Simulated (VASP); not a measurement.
The system is InGaO.

```xyz
3
Lattice="4.0849 0.0000 0.0000 -2.0425 3.5376 0.0000 0.0000 0.0000 4.5032" Properties=species:S:1:pos:R:3 pbc="T T T"
In    0.0000    0.0000    2.2516
Ga    2.0425    1.1792    2.2516
O     0.0000    2.3584    0.0000
```

The cell was built by a generator and needn't be a form met in nature.

| Property | Result |
| --- | --- |
| Program | VASP 6.6.1 |
| Task | relaxation of cell and atoms |
| Functional | PBE |
| Potentials or basis | VASP PAW PBE potentials, release 64 (In_d, Ga_d, O) |
| Cutoff | 520 eV |
| k mesh | 4 × 4 × 4 |
| Occupations | gaussian, width 0.15 eV |
| Spin | no spin polarisation |

At the start: pressure 7.7 GPa; volume 21.69 Å³/atom.

Q: How do energy, volume and symmetry change on relaxing?

A: Over 8 steps the energy falls by 593.5 meV/atom and the volume is 18.65 Å³/atom (-14.0 %); space group P-6m2 (No. 187, to 0.05 Å).

Step by step:
```csv
step,energy change (eV),largest force (eV/Å),pressure (GPa),volume (Å³)
1,0.0000,0.0000,7.74,65.08
2,-1.1730,0.0000,-7.91,74.15
3,-1.1627,0.0000,-5.35,73.28
4,-1.1673,0.0000,-5.81,73.52
5,-1.5284,0.0000,-4.30,65.91
6,-1.7601,0.0000,-1.14,58.34
7,-1.7790,0.0000,0.82,55.17
8,-1.7804,0.0000,0.19,55.94
```

Final structure:
```
In Ga O
1.0
     4.47037    0.00000    0.00000
    -2.23518    3.87145    0.00000
     0.00000    0.00000    3.23246
In Ga O
1 1 1
Direct
  0.00000 0.00000 0.50000
  0.66667 0.33333 0.50000
  0.33333 0.66667 0.00000
```

Caveat: the k mesh is coarse (spacing up to 0.44 Å⁻¹), so the values aren't converged.
